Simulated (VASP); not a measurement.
Output of a VASP run:

### OSZICAR
```
       N       E                     dE             d eps       ncg     rms          rms(c)
DAV:   1     0.382961734499E+02    0.38296E+02   -0.46512E+03   630   0.895E+02
DAV:   2    -0.138528579030E+00   -0.38435E+02   -0.38069E+02   724   0.162E+02
DAV:   3    -0.174349696041E+01   -0.16050E+01   -0.15937E+01   855   0.278E+01
DAV:   4    -0.182473015825E+01   -0.81233E-01   -0.81115E-01  1020   0.549E+00
DAV:   5    -0.182715140940E+01   -0.24213E-02   -0.24211E-02   901   0.564E-01    0.113E+01
DAV:   6    -0.182563182124E+01    0.15196E-02   -0.61422E-03   842   0.108E+00    0.635E+00
DAV:   7    -0.182468208907E+01    0.94973E-03   -0.10991E-02   757   0.141E+00    0.269E-01
DAV:   8    -0.182469637664E+01   -0.14288E-04   -0.18023E-03   964   0.251E-01    0.119E-01
DAV:   9    -0.182471120839E+01   -0.14832E-04   -0.23159E-05   909   0.491E-02    0.369E-02
DAV:  10    -0.182472374637E+01   -0.12538E-04   -0.10005E-05   762   0.354E-02    0.349E-02
DAV:  11    -0.182472315876E+01    0.58762E-06   -0.57027E-07   443   0.794E-03
   1 F= -.18247232E+01 E0= -.18249709E+01  d E =-.182472E+01
       N       E                     dE             d eps       ncg     rms          rms(c)
DAV:   1    -0.199156167075E+01   -0.16684E+00   -0.38453E+00   793   0.161E+01    0.275E+00
DAV:   2    -0.186278548583E+01    0.12878E+00   -0.26653E-01   677   0.493E+00    0.113E+00
DAV:   3    -0.182736919792E+01    0.35416E-01   -0.25198E-01   929   0.315E+00    0.105E+00
DAV:   4    -0.183126581580E+01   -0.38966E-02   -0.57381E-03   722   0.694E-01    0.531E-01
DAV:   5    -0.183526176028E+01   -0.39959E-02   -0.62940E-03   976   0.541E-01    0.120E-01
DAV:   6    -0.183554182253E+01   -0.28006E-03   -0.81201E-04  1054   0.205E-01    0.269E-02
DAV:   7    -0.183553842194E+01    0.34006E-05   -0.24317E-05  1033   0.399E-02    0.855E-03
DAV:   8    -0.183553810251E+01    0.31943E-06   -0.23593E-06   614   0.113E-02
   2 F= -.18355381E+01 E0= -.18361202E+01  d E =-.108149E-01
       N       E                     dE             d eps       ncg     rms          rms(c)
DAV:   1    -0.192288134190E+01   -0.87343E-01   -0.20938E+00   793   0.119E+01    0.209E+00
DAV:   2    -0.185277321821E+01    0.70108E-01   -0.14883E-01   677   0.370E+00    0.836E-01
DAV:   3    -0.183324546592E+01    0.19528E-01   -0.13231E-01   929   0.228E+00    0.813E-01
DAV:   4    -0.183587969453E+01   -0.26342E-02   -0.31616E-03   728   0.518E-01    0.372E-01
DAV:   5    -0.183781138179E+01   -0.19317E-02   -0.50087E-03   902   0.465E-01    0.682E-02
DAV:   6    -0.183789775497E+01   -0.86373E-04   -0.21957E-04  1098   0.121E-01    0.217E-02
DAV:   7    -0.183789700162E+01    0.75335E-06   -0.89830E-06   728   0.318E-02
   3 F= -.18378970E+01 E0= -.18385703E+01  d E =-.131738E-01
```

OUTCAR:
```
------------------------ aborting loop because EDIFF is reached ----------------------------------------
  FORCE on cell =-STRESS in cart. coord.  units (eV):
  Direction    XX          YY          ZZ          XY          YZ          ZX
  --------------------------------------------------------------------------------------
  Total        0.0045790      0.0045790      0.0045790      0.0000000     -0.0000000      0.0000000
  in kB        0.1416480      0.1416480      0.1416480      0.0000000     -0.0000000      0.0000000
  external PRESSURE =       0.1416480 kB  Pullay stress =       0.0000000 kB
  volume of cell :       51.79
      direct lattice vectors                 reciprocal lattice vectors
     0.000000000  2.958565075  2.958565075    -0.169000846  0.169000846  0.169000846
     2.958565075 -0.000000000  2.958565075     0.169000846 -0.169000846  0.169000846
     2.958565075  2.958565075 -0.000000000     0.169000846  0.169000846 -0.169000846
 POSITION                                       TOTAL-FORCE (eV/Angst)
 -----------------------------------------------------------------------------------
      0.00000      0.00000      0.00000         0.000000      0.000000      0.000000
 -----------------------------------------------------------------------------------
    total drift:                                0.000000      0.000000      0.000000
  FREE ENERGIE OF THE ION-ELECTRON SYSTEM (eV)
  ---------------------------------------------------
  free  energy   TOTEN  =        -1.8378970016 eV

  energy  without entropy=       -1.8399168512  energy(sigma->0) =       -1.83857028

 reached required accuracy - stopping structural energy minimisation
```
(Selected blocks of OUTCAR.)

**POSCAR**
```
Sr
1
    0.0000000000     3.0400000000     3.0400000000
    3.0400000000     0.0000000000     3.0400000000
    3.0400000000     3.0400000000     0.0000000000
Sr
1
Direct
  0.0000000000   0.0000000000   0.0000000000
```

Question: Reconstruct the remaining input files.

Answer: One answer among several that fit: the input of the run itself, PBEsol GGA, plane waves, VASP's PBE PAW potentials (set 64).

INCAR:
```
SYSTEM = Sr
PREC = Accurate; ENCUT = 480; LREAL = .FALSE.
LASPH = .TRUE.
EDIFF = 1E-6; NELM = 100; ALGO = Normal
LMAXMIX = 4
ISMEAR = 1; SIGMA = 0.1
GGA = PS
IBRION = 2; NSW = 60; ISIF = 3
EDIFFG = -0.01
LWAVE = .FALSE.; LCHARG = .FALSE.
```

**KPOINTS**
```
Automatic mesh
0
Gamma
9 9 9
0 0 0
```

POTCAR, in this order: Sr_sv (PBE.64 set). Program: vasp_std.

Energy and stress use the plane-wave basis of the starting cell.

The compound is Sr in the fcc structure. This run relaxes it. Symmetry was kept, so distortions that lower it aren't found.
